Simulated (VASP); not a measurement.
Here is a VASP 6.6.1 calculation.

The input POSCAR:

```
CsLiCr2Te2S3
1.0
    3.3192900000      1.9163900000      6.8798200000
   -3.3192900000      1.9163900000      6.8798200000
    0.0000000000     -3.8327900000      6.8798200000
Cs Li Cr Te S
1 1 2 2 3
Direct
    0.0000000000      0.0000000000      0.0000000000
    0.5000000000      0.5000000000      0.5000000000
    0.7984800000      0.7984800000      0.7984800000
    0.2015200000      0.2015200000      0.2015200000
    0.6799000000      0.6799000000      0.6799000000
    0.3201000000      0.3201000000      0.3201000000
    0.1362600000      0.8637400000      0.5000000000
    0.5000000000      0.1362600000      0.8637400000
    0.8637400000      0.5000000000      0.1362600000
```

Contents of INCAR.step1:

```
SYSTEM = CsLiCr2Te2S3
PREC = Accurate ; ENCUT = 520
EDIFF = 1E-6 ; ISMEAR = -1
SIGMA = 0.05 ; LREAL = .FALSE.
LASPH = .TRUE. ; NELM = 100
ALGO = Normal ; ISIF = 2
LWAVE = .FALSE. ; LCHARG = .TRUE.
ISPIN = 2 ; MAGMOM = 0 0 3 3 0 0 0 0 0
LORBIT = 11 ; LMAXMIX = 4
GGA = PE ; NBANDS = 47
KPAR = 4
```

Contents of KPOINTS.step1:

```
Automatic mesh
0
G
  5 5 5
  0 0 0
```

File INCAR.step2:

```
SYSTEM = CsLiCr2Te2S3
PREC = Accurate ; ENCUT = 520
EDIFF = 1E-6 ; ISMEAR = 0
SIGMA = 0.05 ; LREAL = .FALSE.
LASPH = .TRUE. ; NELM = 100
ALGO = Normal ; ISIF = 2
LWAVE = .FALSE. ; LCHARG = .FALSE.
ISPIN = 2 ; MAGMOM = 0 0 3 3 0 0 0 0 0
LORBIT = 11 ; LMAXMIX = 4
GGA = PE ; NBANDS = 47
KPAR = 4 ; ICHARG = 11
```

Contents of KPOINTS.step2:

```
path GLB1,BZGX,QFP1Z,LP
20
line-mode
reciprocal
 0.0000000000  0.0000000000  0.0000000000  G
 0.5000000000  0.0000000000  0.0000000000  L

 0.5000000000  0.0000000000  0.0000000000  L
 0.5000000000  0.2183944418 -0.2183944418  B1

 0.7816055582  0.5000000000  0.2183944418  B
 0.5000000000  0.5000000000  0.5000000000  Z

 0.5000000000  0.5000000000  0.5000000000  Z
 0.0000000000  0.0000000000  0.0000000000  G

 0.0000000000  0.0000000000  0.0000000000  G
 0.3591972209  0.0000000000 -0.3591972209  X

 0.6408027791  0.3591972209  0.0000000000  Q
 0.5000000000  0.5000000000  0.0000000000  F

 0.5000000000  0.5000000000  0.0000000000  F
 0.6408027791  0.6408027791  0.2183944418  P1

 0.6408027791  0.6408027791  0.2183944418  P1
 0.5000000000  0.5000000000  0.5000000000  Z

 0.5000000000  0.0000000000  0.0000000000  L
 0.7816055582  0.3591972209  0.3591972209  P
```

Potentials or basis: VASP PAW PBE potentials, release 64 (Cs_sv, Li_sv, Cr_pv, Te, S).

Run with:

```bash
$ cat potpaw_PBE.64/Cs_sv/POTCAR potpaw_PBE.64/Li_sv/POTCAR potpaw_PBE.64/Cr_pv/POTCAR potpaw_PBE.64/Te/POTCAR potpaw_PBE.64/S/POTCAR > POTCAR
$ cp INCAR.step1 INCAR
$ cp KPOINTS.step1 KPOINTS
$ mpirun -np 4 vasp_std > vasp.out
$ cp INCAR.step2 INCAR
$ cp KPOINTS.step2 KPOINTS
$ mpirun -np 4 vasp_std > vasp.out
```

Predict the band gap along the path.

none (metal or under the smearing width).

Estimate the net moment.

4.00 μB per cell.

Levels at the corners of the path, in eV from the Fermi level:
Spin up:
| point | band 33 | band 34 | band 35 | band 36 | band 37 | band 38 |
| --- | --- | --- | --- | --- | --- | --- |
| Γ | -0.49 | -0.16 | -0.16 | 0.07 | 0.34 | 0.34 |
| L | -0.50 | -0.26 | -0.18 | 0.40 | 0.78 | 0.78 |
| L | -0.50 | -0.26 | -0.18 | 0.40 | 0.78 | 0.78 |
| B1 | -0.68 | -0.44 | -0.21 | 0.33 | 0.36 | 0.83 |
| B | -0.68 | -0.44 | -0.21 | 0.33 | 0.36 | 0.83 |
| Z | -1.15 | -0.45 | -0.22 | -0.22 | 0.87 | 0.87 |
| Z | -1.15 | -0.45 | -0.22 | -0.22 | 0.87 | 0.87 |
| Γ | -0.49 | -0.16 | -0.16 | 0.07 | 0.34 | 0.34 |
| Γ | -0.49 | -0.16 | -0.16 | 0.07 | 0.34 | 0.34 |
| X | -0.60 | -0.44 | -0.17 | 0.29 | 0.41 | 0.81 |
| Q | -0.60 | -0.44 | -0.17 | 0.29 | 0.41 | 0.81 |
| F | -0.66 | -0.35 | -0.03 | 0.10 | 0.42 | 0.42 |
| F | -0.66 | -0.35 | -0.03 | 0.10 | 0.42 | 0.42 |
| P1 | -0.64 | -0.33 | -0.26 | 0.29 | 0.41 | 0.61 |
| P1 | -0.64 | -0.33 | -0.26 | 0.29 | 0.41 | 0.61 |
| Z | -1.15 | -0.45 | -0.22 | -0.22 | 0.87 | 0.87 |
| L | -0.50 | -0.26 | -0.18 | 0.40 | 0.78 | 0.78 |
| P | -0.64 | -0.33 | -0.26 | 0.29 | 0.41 | 0.61 |
Spin down:
| point | band 28 | band 29 | band 30 | band 31 | band 32 | band 33 | band 34 | band 35 |
| --- | --- | --- | --- | --- | --- | --- | --- | --- |
| Γ | -2.03 | -1.75 | -0.22 | -0.22 | 0.73 | 0.73 | 1.06 | 1.06 |
| L | -1.68 | -1.49 | -0.90 | -0.77 | 0.81 | 1.10 | 1.27 | 1.59 |
| L | -1.68 | -1.49 | -0.90 | -0.77 | 0.81 | 1.10 | 1.27 | 1.59 |
| B1 | -1.86 | -1.40 | -0.81 | -0.34 | 0.89 | 1.03 | 1.17 | 1.36 |
| B | -1.86 | -1.40 | -0.81 | -0.34 | 0.89 | 1.03 | 1.17 | 1.36 |
| Z | -1.66 | -1.66 | -0.74 | -0.74 | 0.72 | 0.72 | 0.87 | 1.20 |
| Z | -1.66 | -1.66 | -0.74 | -0.74 | 0.72 | 0.72 | 0.87 | 1.20 |
| Γ | -2.03 | -1.75 | -0.22 | -0.22 | 0.73 | 0.73 | 1.06 | 1.06 |
| Γ | -2.03 | -1.75 | -0.22 | -0.22 | 0.73 | 0.73 | 1.06 | 1.06 |
| X | -1.94 | -1.35 | -0.83 | -0.32 | 0.92 | 1.07 | 1.15 | 1.39 |
| Q | -1.94 | -1.35 | -0.83 | -0.32 | 0.92 | 1.07 | 1.15 | 1.39 |
| F | -1.94 | -1.59 | -0.68 | -0.31 | 0.86 | 0.89 | 1.06 | 1.49 |
| F | -1.94 | -1.59 | -0.68 | -0.31 | 0.86 | 0.89 | 1.06 | 1.49 |
| P1 | -1.82 | -1.65 | -0.70 | -0.49 | 0.85 | 0.91 | 1.11 | 1.40 |
| P1 | -1.82 | -1.65 | -0.70 | -0.49 | 0.85 | 0.91 | 1.11 | 1.40 |
| Z | -1.66 | -1.66 | -0.74 | -0.74 | 0.72 | 0.72 | 0.87 | 1.20 |
| L | -1.68 | -1.49 | -0.90 | -0.77 | 0.81 | 1.10 | 1.27 | 1.59 |
| P | -1.82 | -1.65 | -0.70 | -0.49 | 0.85 | 0.91 | 1.11 | 1.40 |

Caveat: the log is that of the step along the path at fixed density, whose energy, stress, charges and moments have no meaning; spin-orbit coupling is left out, which moves the levels of the heavy elements; only a ferromagnetic start was run, and an antiferromagnetic order may lie lower in energy.
